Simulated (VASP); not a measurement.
Energy against volume of Al (fcc). Computed with optB86b-vdW, VASP's PBE PAW potentials (set 64) (plane waves; VASP). Run with 520 eV cut-off, 16×16×16 Γ-centred mesh, first-order Methfessel-Paxton smearing of 0.10 eV, potentials Al.

| V (Å³/atom) | E (eV/atom) |
|---|---|
| 15.380 | -2.49541 |
| 15.871 | -2.50870 |
| 16.362 | -2.51327 |
| 16.853 | -2.51048 |

### Question
Fit these four points and predict the energy of the run at 17.344 Å³/atom.

### Answer
A cubic in V^(−2/3), the third-order Birch-Murnaghan form, passes through the four points with V0 = 16.41 Å³/atom and B0 = 79 GPa, and gives -2.5015 eV/atom there. The run gave -2.5015 eV/atom, -0.0 meV/atom from the fit; all five points give B0 = 79 GPa.

The compound is Al in the fcc structure. It was relaxed first.
